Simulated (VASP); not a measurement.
A VASP calculation is set up with these files.

POSCAR:
```
SrTiO3
1
    3.9815640000     0.0000000000     0.0000000000
    0.0000000000     3.9815640000     0.0000000000
    0.0000000000     0.0000000000     3.9815640000
Sr Ti O
1 1 3
Direct
  0.0000000000   0.0000000000   0.0000000000
  0.5000000000   0.5000000000   0.5000000000
  0.5000000000   0.0000000000   0.5000000000
  0.0000000000   0.5000000000   0.5000000000
  0.5000000000   0.5000000000   0.0000000000
```

### INCAR
```
! general
SYSTEM   =  SrTiO3
PREC     =  Accurate
ENCUT    =  400   ! plane-wave cut-off (eV)
LREAL    =  .False.   ! projection in real space or not
LASPH    =  .True.

! electronic loop
EDIFF    =  1E-6   ! SCF stop (eV)
NELM     =  100
ALGO     =  Normal
LMAXMIX  =  4

! smearing
ISMEAR   =  0   ! Gaussian
SIGMA    =  0.01

! functional
GGA      =  PE

! ions
ISIF     =  2

! output
LWAVE    =  .False.
LCHARG   =  .False.
```

KPOINTS:
```
Automatic mesh
0
Gamma
8 8 8
0 0 0
```

POTCAR, in this order: Sr_sv Ti_sv O (PBE.64 set). Program: vasp_std.

Task: Translate this PBE calculation to Ansatz.

Result: One equivalent input (not run):
Ansatz 0.2 input:
```yaml
crystal:
  lattice:
    - [3.9815640, 0.0000000, 0.0000000]
    - [0.0000000, 3.9815640, 0.0000000]
    - [0.0000000, 0.0000000, 3.9815640]
  atoms:
    - { symbol: Sr, position: [0.0000000, 0.0000000, 0.0000000] }
    - { symbol: Ti, position: [0.5000000, 0.5000000, 0.5000000] }
    - { symbol: O, position: [0.5000000, 0.0000000, 0.5000000] }
    - { symbol: O, position: [0.0000000, 0.5000000, 0.5000000] }
    - { symbol: O, position: [0.5000000, 0.5000000, 0.0000000] }
kpoints:
  mp_grid: { grid: [8, 8, 8] }
hamiltonian:
  xc: pbe
  pseudopotentials: { kind: paw }
scf:
  occupations: { method: gaussian, width: 0.01 }
  max_iter: 100
output: { forces: true, stress: true, eigenvalues: true }
```
The two are equivalent in intent, not identical: each code has its own PAW files, so the cut-off isn't converted (ENCUT is set for VASP's; basis.ecutwfc is left out, and Ansatz then takes the one that its files recommend); Ansatz stops its SCF on the density residual and VASP on the energy change (EDIFF).

The structure comes from a computed database's SrTiO3 entry; how it stands against other phases isn't given here. The cell was not relaxed at this level.
